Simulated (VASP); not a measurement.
The input files of a VASP run:

**POSCAR**
```
C
1
    0.0000000000     1.7603655864     1.7603655864
    1.7603655864     0.0000000000     1.7603655864
    1.7603655864     1.7603655864     0.0000000000
C
2
Direct
  0.0000000000   0.0000000000   0.0000000000
  0.2500000000   0.2500000000   0.2500000000
```

### INCAR
```
SYSTEM  =  C
PREC  =  Accurate; ENCUT  =  520; LREAL  =  .FALSE.
LASPH  =  .TRUE.
EDIFF  =  1E-7; NELM  =  100; ALGO  =  Normal
ISMEAR  =  0; SIGMA  =  0.05
GGA  =  PS
ISIF  =  2
LWAVE  =  .FALSE.; LCHARG  =  .FALSE.
```

**KPOINTS**
```
Automatic mesh
0
G
  13 13 13
```

POTCAR, in this order: C (PBE.64 set). Program: vasp_std.

Question: Translate this PBEsol calculation to Quantum ESPRESSO's pw.x.

Answer: One equivalent input (not run):
```
&CONTROL
  calculation = 'scf'
  pseudo_dir = './pseudo'
  outdir = './out'
  tprnfor = .true.
  tstress = .true.
/
&SYSTEM
  ibrav = 0
  nat = 2
  ntyp = 1
  ecutwfc = 82
  occupations = 'smearing'
  smearing = 'gaussian'
  degauss = 0.003675
  input_dft = 'pbesol'
/
&ELECTRONS
  conv_thr = 7.3e-09
  electron_maxstep = 100
/
ATOMIC_SPECIES
  C 12.011 C.upf
CELL_PARAMETERS angstrom
     0.0000000    1.7603656    1.7603656
     1.7603656    0.0000000    1.7603656
     1.7603656    1.7603656    0.0000000
ATOMIC_POSITIONS crystal
  C    0.0000000  0.0000000  0.0000000
  C    0.2500000  0.2500000  0.2500000
K_POINTS automatic
  13 13 13 0 0 0
```
Limits of the translation: the potentials are each code's own (VASP's PAW set, PseudoDojo norm-conserving files in pw.x), so ENCUT and ecutwfc are chosen apart and not converted; conv_thr bounds pw.x's estimated SCF error, while EDIFF bounds the energy change between steps.

The compound is C in the diamond structure. This cell is one point of a volume scan, at 0.97 of the reference volume.
